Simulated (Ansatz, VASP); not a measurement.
# EuZn: VASP beside Ansatz

One calculation is typed for both programs; each brings its own data sets. How far apart do they land? The cell is taken from a series of runs on this material, whose earlier steps may have relaxed, scaled, displaced or heated it; both programs get it as it stands.

Method: plane waves, with VASP 6.6.1 beside it; PBEsol, in Ansatz 0.2.0.

### 1. Set-up

It takes space group Pm-3m (No. 221, cubic). The conventional cell has a = 3.650 Å, b = 3.650 Å, c = 3.650 Å, α = 90.00°, β = 90.00°, γ = 90.00°. Eu has 8 Zn at 3.16 Å nearest. Nearest to Zn lie 8 Eu at 3.16 Å. Farther neighbours are not listed.

Structure file:

```cif
data_structure
_symmetry_space_group_name_H-M 'P 1'
_symmetry_Int_Tables_number 1
_cell_length_a 3.6498
_cell_length_b 3.6498
_cell_length_c 3.6498
_cell_angle_alpha 90.000
_cell_angle_beta 90.000
_cell_angle_gamma 90.000
_cell_volume 48.62
loop_
_atom_site_label
_atom_site_type_symbol
_atom_site_fract_x
_atom_site_fract_y
_atom_site_fract_z
_atom_site_occupancy
Eu1 Eu 0.00000 0.00000 0.00000 1
Zn2 Zn 0.50000 0.50000 0.50000 1
```

### 2. Ansatz: zone-centre phonons, PBEsol

Ansatz runs on its default PAW (the set named soft_2) files.

Second derivatives magnify differences that forces hide, and they need a tight electronic threshold.

The input, input.yaml:

```yaml
crystal:
  lattice:
    - [3.649816077, 0.0, 0.0]
    - [0.0, 3.649816077, 0.0]
    - [0.0, 0.0, 3.649816077]
  atoms:
    - { symbol: Eu, position: [0.0, 0.0, 0.0], spin: 7.41 }
    - { symbol: Zn, position: [0.5, 0.5, 0.5] }
kpoints:
  mp_grid: { grid: [12, 12, 12] }
hamiltonian:
  xc: pbesol
scf:
  occupations: { method: gaussian, width: 0.15 }
output:
  eigenvalues: true
  populations: true
magnetization:
  spin_polarized: true
phonons:
  method: dfpt
  qmesh: [4, 4, 4]
  temperatures: { t_max: 1000, t_step: 50 }
  qpath:
    path:
      - [[0.0, 0.0, 0.0], [0.0, 0.5, 0.0], [0.5, 0.5, 0.0], [0.0, 0.0, 0.0], [0.5, 0.5, 0.5], [0.0, 0.5, 0.0]]
      - [[0.5, 0.5, 0.5], [0.5, 0.5, 0.0]]
    npoints: 10
```

Launch:

```console
$ ansatz run input.yaml --threads 8 --pin off --max-ram 14336MiB --backend cpu --events-out ev --progress --plain --runs-dir out
```

Numbers of over 12 decimals in the logs are rounded to 6 here.

What it wrote:

```text
Warning: where an SCF of this run starts from atoms to list the orders of its open shells, Eu (site 0, from 0) starts with 6.32 μB on its 4f shell and 0.68 μB on its 5d shell, in the place of the 7.41 μB that the deck gives it: its open shells can hold no more by Hund's first rule. To start from spheres of the given moment, type scf.initial_density.shell_occupations: []
Eu: projections on atomic orbitals take those of the free atom [Kr 4d10] 4f7 5s2 5p6 5d0 6s2, of charge +0.00 (hamiltonian.pseudopotentials.projection_atoms); the dataset's partial waves leave at most 1.0e-3 of an orbital's norm unspanned inside its sphere
Engine: ansatz 0.2.0, x86_64-unknown-linux-gnu
Pseudopotentials: kind: paw
Pseudopotential: Eu, paw, valence charge 17, recommended cutoff 420 eV (normal), Eu.paw.azcp
Pseudopotential: Zn, paw, valence charge 12, recommended cutoff 420 eV (normal), Zn.paw.azcp
Functional definition: PBEsol
  exchange = pbesol_x
  correlation = pbesol_c
Crystal: 2 atoms, lattice volume = 48.620 Å³
Basis set: ecut = 420 eV, 949 PW (Γ), exchange–correlation on 50×50×50 points (8 copies of the dense FFT grid, shifted against one another)
Bands: 23, of which v1, the nominal top of the filled ones, is band 15 counted from 1 (14 counted from 0)
Symmetry: 48 space group operations
Space group: Pm-3m (ITA 221), of the structure as read, at distance tolerance 3.6e-5 Å
Magnetic group: BNS 221.92 (UNI 1594), of the structure as read, at distance tolerance 3.6e-5 Å
k-points: 84 of 1728
Non-local potential: Eu, projectors of the file, l = 0: 3, l = 1: 2, l = 2: 2, l = 3: 3
Non-local potential: Zn, projectors of the file, l = 0: 2, l = 1: 2, l = 2: 3, l = 3: 1
PAW form: soft (Blöchl's): semilocal exchange-correlation on the pseudo side does not see the compensation charge
PAW frozen core: Eu, regenerated for the run's functional, and the local potential with it (the file was generated under x = pbe(κ = 0.804, μ = 0.219515), c = pbe(β = 0.066725))
PAW frozen core: Zn, regenerated for the run's functional, and the local potential with it (the file was generated under x = pbe(κ = 0.804, μ = 0.219515), c = pbe(β = 0.066725))
PAW one-centre angular grid: Eu, 590 points (default); XC on 64 Gauss nodes
PAW one-centre angular grid: Zn, 590 points (default); XC on 64 Gauss nodes
Initial density: superposition of atomic densities (chi_scale 0.1, normalization cell)
Starting moments: Σ|m| = 7.41 μB on 1 of 2 sites
Initial wavefunctions: pseudopotential atomic-orbital guess
Functional: x = pbesol(κ = 0.804, μ = 0.123457), c = pbesol(β = 0.046)
SCF 1 converged in 11 iterations: F = -11945.882773 eV  dr2 = 5.39e-8
  greatest PAW one-centre occupation: 1.001 electrons in one spin orbital (limit 2), on the Eu atom at site 0 (counted from 0), in its partial waves of l = 0
a single point of the input's cell can leave the moments in the input for a lower state (scf.lower_state_search): this run first made a single point of its cell. This run's own SCFs start from the density of the state that the single point found, with the moments in the input. The single point stayed on the moments in the input.
Initial density: read from a saved state, or passed on in memory by an earlier SCF of this step, an earlier step, the calling program or the single point that the run made first
Stability of the state it starts from, as read at its close in the collinear treatment: not read negative (Ritz values of 1 − χ₀K, real part plus size of imaginary part, from 0.60 to 0.65, by its mixing steps under the symmetry group of the SCF that read it); its run was given moments
Starting moments: Σ|m| = 7.41 μB on 1 of 2 sites; this step starts from the density that it was given
iter 1 solved again at ethr=5.71e-9 eV; its pass at ethr=3.10e-3 eV (dr2=1.66e-6 eV) is discarded
SCF iter   1: F=—  HF=-11945.882773 eV  |F-HF|=—  |Δ(HF+E_count)|=         —  Δρ=3.32e-6 (↑3.32e-6 ↓2.06e-6)  dr2=9.15e-9  dr2_m=8.20e-10  M=7.017 μB ∫|m|=7.018 μB  β_m=0.65  ethr=5.71e-9  ⟨swp⟩=4.0  Hψ=31409  notcnv=0
preconditioner: auto → Kerker (q_TF=auto, 2.503 Å⁻¹)  [metal: Δε(μ)=0.001 eV  Ē_g=10.921 eV  σ=0.150 eV  W_gap=0.00  n_scr=18 (ndim 8)  ℏωp=27.7 eV  f_vac=0.000  D(μ)=2.26/eV (n_scr^D=18)]
spin=Collinear: Kerker preconditioning applied to the charge; magnetization (m = ρ↑ − ρ↓) channel mixes plain (no charge-response kernel on spin).
SCF iter   2: F=—  HF=-11945.882773 eV  |F-HF|=—  |Δ(HF+E_count)|=   2.44e-8  Δρ=2.98e-6 (↑2.98e-6 ↓2.84e-6)  dr2=1.12e-8  dr2_m=2.71e-10  M=7.017 μB ∫|m|=7.018 μB  β_m=0.37  ethr=3.15e-11  ⟨swp⟩=2.2  Hψ=6400  notcnv=0
SCF iter   3: F=—  HF=-11945.882773 eV  |F-HF|=—  |Δ(HF+E_count)|=   3.50e-9  Δρ=1.22e-6 (↑1.04e-6 ↓1.22e-6)  dr2=2.68e-9  dr2_m=4.14e-11  M=7.017 μB ∫|m|=7.018 μB  β_m=0.68  ethr=3.15e-11  ⟨swp⟩=2.0  Hψ=5459  notcnv=0
[...]
SCF iter   7: F=—  HF=-11945.882773 eV  |F-HF|=—  |Δ(HF+E_count)|=  5.46e-12  Δρ=3.10e-8 (↑3.10e-8 ↓1.49e-8)  dr2=7.69e-13  dr2_m=8.62e-14  M=7.017 μB ∫|m|=7.018 μB  β_m=0.91  ethr=1.00e-12  ⟨swp⟩=1.0  Hψ=3864  notcnv=0
[...]
DFPT response loops at q = (0, 0, -0.5) (fractional): mixed as the last ones told, above
NSCF: frozen V_eff on 2016 k-points
DFPT response loops at q = (0, 0.25, 0.25) (fractional): mixed as the last ones told, above
NSCF: frozen V_eff on 1176 k-points
DFPT response loops at q = (0, 0.25, -0.5) (fractional): mixed as the last ones told, above
NSCF: frozen V_eff on 686 k-points
DFPT response loops at q = (0, -0.5, -0.5) (fractional): mixed as the last ones told, above
NSCF: frozen V_eff on 1872 k-points
DFPT response loops at q = (0.25, 0.25, 0.25) (fractional): mixed as the last ones told, above
NSCF: frozen V_eff on 2016 k-points
DFPT response loops at q = (0.25, 0.25, -0.5) (fractional): mixed as the last ones told, above
NSCF: frozen V_eff on 1176 k-points
DFPT response loops at q = (0.25, -0.5, -0.5) (fractional): mixed as the last ones told, above
NSCF: frozen V_eff on 392 k-points
DFPT response loops at q = (-0.5, -0.5, -0.5) (fractional): mixed as the last ones told, above
SCF converged after 9 iterations
Magnetization: 7.0166 μB (18.0083 up, 10.9917 down)
Absolute magnetization: 7.0189 μB (∫|ρ↑−ρ↓|, with the PAW one-centre terms)
Spin contamination: 0.0250 ħ² per cell (⟨S²⟩ above its minimum at these occupations)
Per-site moments (μB) at R_I (Å): [(6.736242, 1.303844), (0.042326, 1.303844)]
Free energy (F): -11945.882773 eV
Harris-Foulkes:  -11945.882773 eV  (|F-HF|=3.64e-12)
Internal energy: -11945.857335 eV  (E = F + TS)
E sigma→0 (E₀):  -11945.870054 eV
Entropy (-TS):   -0.025438 eV (-12.719 meV/atom)
Fermi energy:    11.218352 eV
--- Per-component energies (eV) ---
  E_band       = 49.431170
  E_kinetic    = 486.987419
  E_local      = -3469.374534  (includes V_loc(G=0)·N_el)
  E_nonlocal   = 1079.135374
  E_hartree    = 1408.895610
  E_xc         = -314.088424
  E_vxc        = -257.908591  (∫ρ·V_xc dr)
  E_paw        = -8069.861163  (= ΣΔE_a)
  E_vpaw       = -607.199398  (= ΣTr[D̂ρ^β])
  E_aug_tail   = -0.000352  (compensation charges beyond the density's cutoff)
  E_ewald      = -3068.935453
  E_core_change = 1.384186  (= ΣΔE_core)
  E_smearing   = -0.025438  (= −TS)
  E_closure    = -0.000000  (closes the sum)
  Σ components = -11945.882773   (vs F -11945.882773, Δ=0.00e0)
--- Band table (eV; the first three rows and the last of 168) ---
  k-point 0 ↑: bands = [... 11 lower, 10.7935, 10.7935, 10.8238, 10.8238, 10.8238, 10.8825, 11.3605, 11.3605, ... 4 higher]
  k-point 1 ↑: bands = [... 11 lower, 10.7985, 10.7985, 10.8157, 10.8274, 10.8274, 10.8816, 11.3559, 11.3949, ... 4 higher]
  k-point 2 ↑: bands = [... 11 lower, 10.7972, 10.8118, 10.8118, 10.8395, 10.8395, 10.8791, 11.2193, 11.4882, ... 4 higher]
  k-point 83 ↓: bands = [... 11 lower, 9.8372, 10.2196, 15.3240, 15.3240, 15.3240, 15.5586, 15.5586, 15.5586, ... 4 higher]
--- Phonons (Γ-DFPT): 2 representative perturbations + reference (Σ response iterations 6) ---
  ASR residual: 3.045e-5 → 0.000e0 eV/Å²; symmetrization residual: 2.727e-6 eV/Å²
  ASR residual per site (eV/Å²): 3.05e-5 2.72e-6
  Γ frequencies (cm⁻¹): 0.00 0.00 0.00 127.96 127.96 127.96
--- Phonons (arbitrary-q DFPT): 10 irreducible q on the 4×4×4 mesh ---
  q = [0.0000, 0.0000, 0.0000] (star 1, of the zone-centre solve; hermiticity 1.98e-6, symmetrization 1.12e-11): -0.00 -0.00 0.00 127.96 127.96 127.96
  q = [0.0000, 0.0000, 0.2500] (star 6, 4 solved perturbations in 1848 linear systems a pass and spin channel, the states on 588 of 1728 k-point pairs; hermiticity 1.45e-6, symmetrization 4.23e-12): 47.15 47.15 60.29 117.77 122.26 122.26
  q = [0.0000, 0.0000, -0.5000] (star 3, 4 solved perturbations in 1078 linear systems a pass and spin channel, the states on 343 of 1728 k-point pairs; hermiticity 4.33e-14, symmetrization 4.91e-12): 72.68 72.68 91.04 94.06 113.61 113.61
  q = [0.0000, 0.2500, 0.2500] (star 12, 4 solved perturbations in 3108 linear systems a pass and spin channel, the states on 1008 of 1728 k-point pairs; hermiticity 3.02e-6, symmetrization 3.06e-13): 36.89 57.56 86.87 102.90 117.87 122.11
  q = [0.0000, 0.2500, -0.5000] (star 12, 6 solved perturbations on 588 of 1728 k-point pairs; hermiticity 4.86e-6, symmetrization 1.30e-13): 47.97 64.38 69.09 110.76 114.00 116.41
  q = [0.0000, -0.5000, -0.5000] (star 3, 4 solved perturbations in 1078 linear systems a pass and spin channel, the states on 343 of 1728 k-point pairs; hermiticity 4.01e-6, symmetrization 3.19e-12): 34.61 34.61 57.70 112.28 112.28 113.33
  q = [0.2500, 0.2500, 0.2500] (star 8, 2 solved perturbations on 936 of 1728 k-point pairs; hermiticity 1.24e-6, symmetrization 2.94e-12): 59.98 59.98 72.46 109.10 115.82 115.82
  q = [0.2500, 0.2500, -0.5000] (star 12, 4 solved perturbations in 3108 linear systems a pass and spin channel, the states on 1008 of 1728 k-point pairs; hermiticity 1.57e-6, symmetrization 3.99e-13): 45.20 70.48 83.30 105.33 106.06 115.10
  q = [0.2500, -0.5000, -0.5000] (star 6, 4 solved perturbations in 1848 linear systems a pass and spin channel, the states on 588 of 1728 k-point pairs; hermiticity 2.15e-6, symmetrization 7.77e-13): 59.76 59.76 75.70 104.03 107.32 107.32
  q = [-0.5000, -0.5000, -0.5000] (star 1, 2 solved perturbations on 196 of 1728 k-point pairs; hermiticity 9.38e-14, symmetrization 1.10e-11): 88.28 88.28 88.28 95.07 95.07 95.07
  sum rule: each row above includes the acoustic sum rule's correction from the zone centre's row sums; it moved no ω² by more than (0.23 cm⁻¹)²
  mesh force constants: q→R imaginary residual 2.20e-18; ASR residual 3.045e-5 → 0.000e0 eV/Å²; symmetrization residual 2.665e-15 eV/Å²
  interpolated dispersion: 62 rows × 6 modes
  density of states and harmonic sums: on the 20×20×20 q-mesh, interpolated from the force constants of a 4×4×4 supercell (no non-analytic term)
  largest difference from the sums on the solved wave vectors: F 1.46e-2 eV, S 1.86e-5 and C_V 4.01e-6 eV/K
  zero-point energy: 0.032319 eV/cell   skipped modes (ω ≤ 0): 3   left out of the sums: 6.25e-5 of the cell's modes: C_V's classical limit lies that fraction below 3 k_B per atom; for a crystal, a wire or a layer, F and S can be off by more, and a phonons.interpolated_qmesh denser along its periods is the remedy for the sampling
--- Löwdin populations: 2 sites ---
  site symbol       q [e]    m [muB]
     0     Eu     17.8695     7.0098
     1     Zn     10.9271    -0.0137
  spilling = 0.007011 (of n_electrons = 29.000000)
```

[end of part 1 of 2]

[Lines on the potential files, build, host, timing and source positions are cut from VASP's logs without a mark.]

[Logs are printed without paths, hosts, clocks, repeated set-up lines and the standing remarks that a program may print on its own settings, such as how far it seeks lower states.]

[Hosts, paths, dates, database ids (printed as entryN), source tags and the programs' standing remarks are cut or masked in the printed files.]
